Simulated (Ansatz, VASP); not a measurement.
# Cross-check of Zr13Al19Se26N19 (1T-ZrSe2/h-AlN heterobilayer) between VASP and Ansatz, part 2 of 2

One calculation is typed for both programs; each brings its own data sets and cutoff. How far apart do they land?  The cell is taken from a series of runs on this material, whose earlier steps may have relaxed or scaled it; both programs get it as it stands.

VASP 6.6.1 and Ansatz 0.2.0.

So far: Set-up; Ansatz: single point, PBE with D3(BJ).

**3. VASP: single point, PBE with D3(BJ)**

Level of this step: PBE with D3(BJ); plane waves and PAW (Zr_sv, Se, Al, N) (VASP).

The same cell, functional, mesh and smearing now go to VASP, with its own data sets and cutoff.

Lines of VASP's logs that name or quote its potential files are left out, and so is its time.

The input, INCAR:

```
SYSTEM = Zr13Al19Se26N19
PREC = Accurate
ENCUT = 520
EDIFF = 1E-05
NELM = 100
ISMEAR = -1
SIGMA = 0.05
LREAL = Auto
ALGO = Fast
GGA = PE
IVDW = 12
NBANDS = 288
LASPH = .TRUE.
LORBIT = 11
LWAVE = .FALSE.
LCHARG = .FALSE.
NCORE = 8
ISIF = 0
```

The input, POSCAR:

```
Zr13Al19Se26N19
1.0
   13.6181000000      0.0000000000      0.0000000000
   -6.8090500000     11.7936200000      0.0000000000
    0.0000000000      0.0000000000     22.4100000000
Zr Se Al N
13 26 19 19
Direct
    0.0768700000      0.7708500000      0.4281400000
    0.1536100000      0.5381700000      0.4273400000
    0.3837300000      0.8458800000      0.4277200000
    0.9993100000      0.9998600000      0.4283600000
    0.2311600000      0.3060800000      0.4283400000
    0.4624900000      0.6154800000      0.4273700000
    0.6923300000      0.9226800000      0.4278600000
    0.3078000000      0.0776400000      0.4279300000
    0.5373100000      0.3839400000      0.4282200000
    0.7691700000      0.6925400000      0.4277800000
    0.6156500000      0.1528900000      0.4281000000
    0.8467500000      0.4631200000      0.4282500000
    0.9231100000      0.2301000000      0.4274600000
    0.2555600000      0.8975900000      0.4987400000
    0.2063100000      0.7185700000      0.3566100000
    0.3339400000      0.6665500000      0.4983300000
    0.2819300000      0.4877300000      0.3578000000
    0.5645100000      0.9731100000      0.4991900000
    0.5116900000      0.7938000000      0.3570700000
    0.1794400000      0.1272900000      0.4986400000
    0.1273800000      0.9491400000      0.3571100000
    0.4107400000      0.4354800000      0.4988000000
    0.3601200000      0.2573100000      0.3572500000
    0.6400000000      0.7428500000      0.4981000000
    0.5897000000      0.5636700000      0.3570600000
    0.8726000000      0.0510200000      0.4985000000
    0.8215300000      0.8721400000      0.3579000000
    0.4875300000      0.2054800000      0.4995600000
    0.4360300000      0.0251600000      0.3564500000
    0.7181300000      0.5132700000      0.4987900000
    0.6653900000      0.3329600000      0.3577500000
    0.9491500000      0.8218600000      0.4990200000
    0.8967500000      0.6395100000      0.3567300000
    0.7938600000      0.2827800000      0.4991200000
    0.7440100000      0.1032600000      0.3565900000
    0.0248600000      0.5899100000      0.4988900000
    0.9750200000      0.4100100000      0.3570600000
    0.1033900000      0.3585000000      0.4995700000
    0.0508700000      0.1790200000      0.3568500000
    0.7122800000      0.7851800000      0.6436400000
    0.6615500000      0.3659100000      0.6435800000
    0.8175100000      0.6281500000      0.6434000000
    0.9761200000      0.8908600000      0.6432800000
    0.6093200000      0.9441300000      0.6425800000
    0.7663500000      0.2080200000      0.6440700000
    0.9234800000      0.4694300000      0.6430200000
    0.0814100000      0.7323300000      0.6418900000
    0.8709600000      0.0503800000      0.6435000000
    0.0293900000      0.3142200000      0.6441500000
    0.1870100000      0.5760900000      0.6429500000
    0.3460400000      0.8411800000      0.6428500000
    0.1346400000      0.1550000000      0.6424500000
    0.2913700000      0.4181400000      0.6434500000
    0.4498600000      0.6815200000      0.6429900000
    0.2394100000      0.9970500000      0.6434900000
    0.3971900000      0.2601200000      0.6428600000
    0.5558700000      0.5228600000      0.6423500000
    0.5022600000      0.1029600000      0.6440800000
    0.6972900000      0.6475600000      0.6435200000
    0.6430000000      0.2238600000      0.6426700000
    0.8020900000      0.4890400000      0.6435300000
    0.9595800000      0.7524600000      0.6432100000
    0.5906500000      0.8041000000      0.6428000000
    0.7512600000      0.0691700000      0.6432100000
    0.9060700000      0.3299100000      0.6430600000
    0.0646100000      0.5947400000      0.6430300000
    0.8538600000      0.9097500000      0.6428400000
    0.0119200000      0.1735600000      0.6429300000
    0.1701000000      0.4363600000      0.6436900000
    0.3278300000      0.6995000000      0.6431900000
    0.1166800000      0.0144700000      0.6432400000
    0.2727200000      0.2784300000      0.6424600000
    0.4321600000      0.5406100000      0.6430000000
    0.2222700000      0.8578400000      0.6426400000
    0.3807900000      0.1192500000      0.6429400000
    0.5370000000      0.3820100000      0.6434300000
    0.4839800000      0.9623600000      0.6432500000
```

The input, KPOINTS:

```
Automatic mesh
0
Gamma
3 3 1
0 0 0
```

PAW data sets: Zr_sv, Se, Al and N (PBE family, release 64).

Started as:

```bash
$ mpirun -np 8 vasp_std
```

Numbers of over 12 decimals in the logs are rounded to 6 here.

The log of the run:

```text
[banner, memory and clock lines left out]
running    8 mpi-ranks, on    1 nodes
[...]
|                                                                             |
|           W    W    AA    RRRRR   N    N  II  N    N   GGGG   !!!           |
|           W    W   A  A   R    R  NN   N  II  NN   N  G    G  !!!           |
|           W    W  A    A  R    R  N N  N  II  N N  N  G       !!!           |
|           W WW W  AAAAAA  RRRRR   N  N N  II  N  N N  G  GGG   !            |
|           WW  WW  A    A  R   R   N   NN  II  N   NN  G    G                |
|           W    W  A    A  R    R  N    N  II  N    N   GGGG   !!!           |
|                                                                             |
|     For optimal performance we recommend to set                             |
|       NCORE = 2 up to number-of-cores-per-socket                            |
|     NCORE specifies how many cores store one orbital (NPAR=cpu/NCORE).      |
|     This setting can greatly improve the performance of VASP for DFT.       |
[...]
RMM:  20    -0.517908267151E+03   -0.65881E-03   -0.12900E-03  5189   0.408E-02    0.119E-02
WARNING in EDDRMM: call to ZHEGV failed, returncode =   8  4    141
WARNING in EDDRMM: call to ZHEGV failed, returncode =   6  3    183
RMM:  21    -0.517909363099E+03   -0.10959E-02   -0.65986E-04  4905   0.313E-02    0.621E-03
WARNING in EDDRMM: call to ZHEGV failed, returncode =   6  3     53
RMM:  22    -0.517909706809E+03   -0.34371E-03   -0.41701E-04  4892   0.215E-02    0.411E-03
RMM:  23    -0.517909798119E+03   -0.91310E-04   -0.18379E-04  4447   0.150E-02    0.513E-03
RMM:  24    -0.517909871106E+03   -0.72987E-04   -0.58723E-05  3734   0.108E-02    0.406E-03
WARNING in EDDRMM: call to ZHEGV failed, returncode =   6  3    218
WARNING in EDDRMM: call to ZHEGV failed, returncode =   6  3    213
WARNING in EDDRMM: call to ZHEGV failed, returncode =   6  3    218
RMM:  25    -0.517909931448E+03   -0.60342E-04   -0.40987E-05  3580   0.949E-03    0.257E-03
WARNING in EDDRMM: call to ZHEGV failed, returncode =   6  3    170
WARNING in EDDRMM: call to ZHEGV failed, returncode =   6  3    154
WARNING in EDDRMM: call to ZHEGV failed, returncode =   8  4    156
RMM:  26    -0.517909935986E+03   -0.45383E-05   -0.14877E-05  3142   0.799E-03
   1 F= -.53568864E+03 E0= -.53568679E+03  d E =-.370815E-02
```

Parts of OUTCAR (step 3):

```text
  FREE ENERGIE OF THE ION-ELECTRON SYSTEM (eV)
  ---------------------------------------------------
  free  energy   TOTEN  =      -535.6886411100 eV

  energy  without entropy=     -535.6849329611  energy(sigma->0) =     -535.68678704
```

**4. Comparison**

Known differences besides the PAW data sets themselves: the cutoff is 420 eV in Ansatz and 520 eV in VASP (PREC = Accurate, projectors in real space). Total energies have different zeros and are not compared.

Compared:

```csv
quantity,Ansatz,VASP,difference
gap on the k mesh (eV),0.562,0.561,0.000
```

Forces on 10 of the 77 atoms, picked by the larger force of the two programs (eV/Å; atoms numbered as in POSCAR):

```csv
atom,"Ansatz x, y, z","VASP x, y, z"
Al40,"0.205, 0.719, -0.289","0.203, 0.723, -0.291"
Al47,"-0.305, 0.910, 0.066","-0.300, 0.914, 0.070"
Al48,"0.768, -0.046, -0.353","0.772, -0.051, -0.355"
N59,"-0.385, -0.741, 0.091","-0.388, -0.744, 0.092"
N62,"0.137, -0.792, 0.100","0.138, -0.795, 0.100"
N64,"-0.942, -0.491, 0.164","-0.946, -0.493, 0.167"
N66,"0.229, -0.861, 0.129","0.231, -0.866, 0.129"
N72,"0.896, -0.113, 0.118","0.901, -0.114, 0.119"
N75,"-0.812, 0.237, 0.181","-0.817, 0.238, 0.183"
N77,"0.917, 0.242, 0.157","0.922, 0.245, 0.158"
```

The forces differ by 4.3 meV/Å r.m.s., which is 1.7 % of the r.m.s. force of 0.25 eV/Å (both taken over all components).

**5. Summary of results**

```json
{"r.m.s. force difference (single point, PBE with D3(BJ))": "1.7 % of the r.m.s. force"}
```

In words: The r.m.s. force difference is 1.7 % of the r.m.s. force (single point, PBE with D3(BJ)), within the 3 % picked in this series as the mark of a large difference. How closely two codes agree says nothing of how well the functional describes the real material.

[Lines on the potential files, build, host, timing and source positions are cut from VASP's logs without a mark.]

[Logs are printed without paths, hosts, clocks, repeated set-up lines and the standing remarks that a program may print on its own settings, such as how far it seeks lower states.]

[Hosts, paths, dates, database ids (printed as entryN), source tags and the programs' standing remarks are cut or masked in the printed files.]
